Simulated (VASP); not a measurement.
Input:

```
GaN
1.0
    1.60958    -2.78787     0.00000
    1.60958     2.78787     0.00000
    0.00000     0.00000     5.23962
Ga N
2 2
Cartesian
  1.60958  -0.92929   2.62003
  1.60958   0.92929   0.00022
  1.60958  -0.92929   4.59493
  1.60958   0.92929   1.97512
```

The numbers are results of PBE GGA, VASP's PBE PAW potentials (set 64) (plane waves; VASP), not measurements. Numerical set-up: 620 eV cut-off, 8×8×4 Γ-centred mesh, Gaussian smearing of 0.050 eV, potentials Ga_d N.

Q: What does the run give for the energy per atom (σ→0)?

A: 
| Property | Result |
|---|---|
| energy per atom (σ→0) | -6.083 eV/atom |

Only differences to runs with the same potentials and settings are physical.

The compound is GaN in the wurtzite structure. It was relaxed first.
